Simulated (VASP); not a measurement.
Calculation: PBEsol GGA, VASP's PBE PAW potentials (set 64) (plane waves; VASP).

VASP ran on this input.

INCAR:
```
SYSTEM  =  TaO2
PREC  =  Accurate; ENCUT  =  400; LREAL  =  .FALSE.
LASPH  =  .TRUE.
EDIFF  =  1E-6; NELM  =  100; ALGO  =  Normal
LMAXMIX  =  6
ISMEAR  =  0; SIGMA  =  0.1
GGA  =  PS
ISIF  =  2
LWAVE  =  .FALSE.; LCHARG  =  .FALSE.
```

KPOINTS:
```
K-points
0
gamma
5 5 7
```

**KPOINTS_OPT**
```
k-points along high-symmetry lines
6
Line-mode
Reciprocal
  0.000000   0.000000   0.000000 ! GAMMA
  0.000000   0.500000   0.000000 ! X

  0.000000   0.500000   0.000000 ! X
  0.500000   0.500000   0.000000 ! M

  0.500000   0.500000   0.000000 ! M
  0.000000   0.000000   0.000000 ! GAMMA

  0.000000   0.000000   0.000000 ! GAMMA
  0.000000   0.000000   0.500000 ! Z

  0.000000   0.000000   0.500000 ! Z
  0.000000   0.500000   0.500000 ! R

  0.000000   0.500000   0.500000 ! R
  0.500000   0.500000   0.500000 ! A

  0.500000   0.500000   0.500000 ! A
  0.000000   0.000000   0.500000 ! Z

  0.000000   0.500000   0.000000 ! X
  0.000000   0.500000   0.500000 ! R

  0.500000   0.500000   0.000000 ! M
  0.500000   0.500000   0.500000 ! A
```

### POSCAR
```
TaO2
1
    4.8359680000     0.0000000000     0.0000000000
    0.0000000000     4.8359680000     0.0000000000
    0.0000000000     0.0000000000     3.1143880000
Ta O
2 4
Direct
  0.0000000000   0.0000000000   0.0000000000
  0.5000000000   0.5000000000   0.5000000000
  0.3049600000   0.3049600000   0.0000000000
  0.8049600000   0.1950400000   0.5000000000
  0.1950400000   0.8049600000   0.5000000000
  0.6950400000   0.6950400000   0.0000000000
```

POTCAR, in this order: Ta_pv O (PBE.64 set). Program: vasp_std.

At this cut-off the stress carries a Pulay error, which pulls relaxed volumes low. Unless said otherwise, spin-orbit coupling is left out, though it shifts the bands of the heavy elements here.

Problem. What does the run give for the energy per atom (σ→0), pressure, largest force, band gap (over mesh and band path)?

Solution. 
```yaml
energy per atom (σ→0): -10.225 eV/atom
band gap (over mesh and band path): none (metal, semimetal or under 0.01 eV)
pressure: -12.90 GPa
largest_force: 0.900 eV/Å
```

**OSZICAR**
```
...
DAV:  10    -0.613620882978E+02    0.60913E-04   -0.20117E-03  1522   0.406E-01    0.396E-02
DAV:  11    -0.613621051820E+02   -0.16884E-04   -0.18509E-04  1650   0.105E-01    0.162E-02
DAV:  12    -0.613621177591E+02   -0.12577E-04   -0.20100E-05  1638   0.319E-02    0.473E-03
DAV:  13    -0.613621178418E+02   -0.82621E-07   -0.11483E-06   980   0.900E-03
   1 F= -.61362118E+02 E0= -.61349480E+02  d E =-.252749E-01
       N       E                     dE             ncg
       N       E                     dE             ncg
       N       E                     dE             ncg
```

The structure was generated: TaO2 was put into an ordered model structure, which need not be its known phase. The cell was not relaxed at this level.
